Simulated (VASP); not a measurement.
# TaSi (relaxed from the wurtzite structure, space group P6_3/mmc): computed properties

These are PBE GGA, VASP's PBE PAW potentials (set 64) (plane waves; VASP) values and carry that method's errors.

```json
{
  "space_group": "P6_3/mmc (194)",
  "cell": "a = 4.4036 Å, b = 4.4036 Å, c = 4.9873 Å, α = 90.00°, β = 90.00°, γ = 120.00°",
  "volume_per_atom": "20.94 Å³/atom",
  "band gap (over mesh and band path)": "none (metal, semimetal or under 0.01 eV)",
  "density": "8.29 g/cm³"
}
```

```
CELL_PARAMETERS angstrom
      4.40360     0.00000     0.00000
     -2.20180     3.81363     0.00000
      0.00000     0.00000     4.98735
ATOMIC_POSITIONS crystal
  Ta 0.33333 0.66667 0.93747
  Ta 0.66667 0.33333 0.43747
  Si 0.33333 0.66667 0.43753
  Si 0.66667 0.33333 0.93753
```

Unless said otherwise, spin-orbit coupling is left out, though it shifts the bands of the heavy elements here.

The structure was generated: TaSi was put into the wurtzite type (P6_3mc), which need not be its known phase. It was relaxed first, which changed the volume by -39 %. The relaxed cell has space group P6_3/mmc. Symmetry was kept, so distortions that lower it aren't found.
